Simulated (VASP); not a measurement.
Given:

```xyz
4
Lattice="4.2977 0.0000 0.0000 -2.1489 3.7219 0.0000 0.0000 0.0000 7.0608" Properties=species:S:1:pos:R:3 pbc="T T T"
In     0.0000     2.4813     0.0021
In     2.1489     1.2406     3.5325
As     0.0000     2.4813     2.6457
As     2.1489     1.2406     6.1761
```

All values below come from PBEsol GGA, VASP's PBE PAW potentials (set 64) (plane waves; VASP). Numerical set-up: 400 eV cut-off, 9×9×5 Γ-centred mesh, first-order Methfessel-Paxton smearing of 0.10 eV, potentials In_d As.

Unless said otherwise, spin-orbit coupling is left out, though it shifts the bands of the heavy elements here.

Problem. What does the run give for the energy per atom (σ→0), band gap (on the k-mesh) with the smallest direct gap where there is one?

Solution. 
```json
{
 "band gap (on the k-mesh)": "none (metal, semimetal or under 0.01 eV)",
 "energy per atom (σ→0)": "-4.237 eV/atom"
}
```

Only differences to runs with the same potentials and settings are physical.

The structure was generated: InAs was put into the wurtzite type (P6_3mc), which need not be its known phase. It was relaxed first. The start is the result of an earlier pass.
